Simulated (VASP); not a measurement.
SiGe3, 4 atoms in the cell. Symmetry: R-3m, No. 166, trigonal system. The conventional cell has a = 5.279 Å, b = 5.279 Å, c = 10.845 Å, α = 90.00°, β = 90.00°, γ = 120.00°. Around Si (site symmetry -3m) lie 2 Ge at 2.41 Å. Ge (site symmetry -3m) has 8 Ge at 3.01 to 3.11 Å as nearest neighbours. Ge (site symmetry 3m) is surrounded by 1 Si at 2.41 Å. The cell was built by a generator and needn't be a form met in nature.

```yaml
Program: VASP 6.6.1
Task: relaxation of cell and atoms
Functional: PBE
Potentials_or_basis: VASP PAW PBE potentials, release 64 (Si, Ge_d)
Cutoff: 520 eV
k_mesh: 5 × 5 × 5
Occupations: gaussian, width 0.15 eV
Spin: no spin polarisation
Further_INCAR_settings: PREC = Normal; ALGO = Fast; EDIFF = 0.0001; IBRION = 2; EDIFFG = -0.08; NSW = 24; ISIF = 3
```

Potentials or basis: VASP PAW PBE potentials, release 64 (Si, Ge_d).

Launch:

```console
$ cat potpaw_PBE.64/Si/POTCAR potpaw_PBE.64/Ge_d/POTCAR > POTCAR
$ mpirun -np 1 vasp_std > vasp.out
```

Hardware: 1 thread of Intel(R) Xeon(R) Platinum 8259CL CPU @ 2.50GHz (Skylake/Cascade Lake), with other jobs on the host.

How long does it take, and how much memory?

Run time: 2.4 min on 1 thread of Intel(R) Xeon(R) Platinum 8259CL CPU @ 2.50GHz (Skylake/Cascade Lake), with other jobs on the host, peak memory 0.18 GiB. Counts: scf iterations 59, k points 19, ion steps 8.
